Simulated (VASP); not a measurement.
```xyz
1
Lattice="0.0000 1.7952 1.7952 1.7952 0.0000 1.7952 1.7952 1.7952 0.0000" Properties=species:S:1:pos:R:3 pbc="T T T"
Ni     0.0000     0.0000     0.0000
```
Starting moments (μB, in the order of the record's atoms Ni): 0.8.

Computed with PBE GGA, VASP's PBE PAW potentials (set 64) (plane waves; VASP). Run with 400 eV cut-off, KSPACING 0.25 per Å, first-order Methfessel-Paxton smearing of 0.10 eV, potentials Ni.

Problem. Give the stress tensor in GPa (positive for a compressed cell).

Solution. 
```
-10.98    0.00    0.00
  0.00  -10.98    0.00
  0.00    0.00  -10.98
```
The pressure is its mean diagonal, -10.98 GPa.

The compound is Ni in the fcc structure. The cell was not relaxed at this level. The run is one of a series of settings (KGAMMA = .TRUE., KSPACING = 0.25, KPOINTS file removed against the base run), some of them coarse on purpose.
